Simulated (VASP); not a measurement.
Ge:

```xyz
2
Lattice="0.0000 2.8289 2.8289 2.8289 0.0000 2.8289 2.8289 2.8289 0.0000" Properties=species:S:1:pos:R:3 pbc="T T T"
Ge    2.8289    2.8289    2.8289
Ge    4.2434    4.2434    4.2434
```

Base run:

* Program: VASP 6.6.1
* Functional: TB-mBJ
* Potentials or basis: VASP PAW PBE potentials, release 64 (Ge_d)
* Cutoff: 520 eV
* k mesh: 10 × 10 × 10
* Occupations: fermi-dirac, width 0.05 eV
* Spin: no spin polarisation

Its results: band gap on the k mesh 0.71 eV, indirect (least direct gap 0.75 eV).

**Question.** The run is repeated on the same cell with these changes: functional from TB-mBJ to r2SCAN. What comes out?

**Answer.** Band gap on the k mesh 0.40 eV, direct.

A k mesh can miss the band edges.

Not every run made on this cell is shown here.
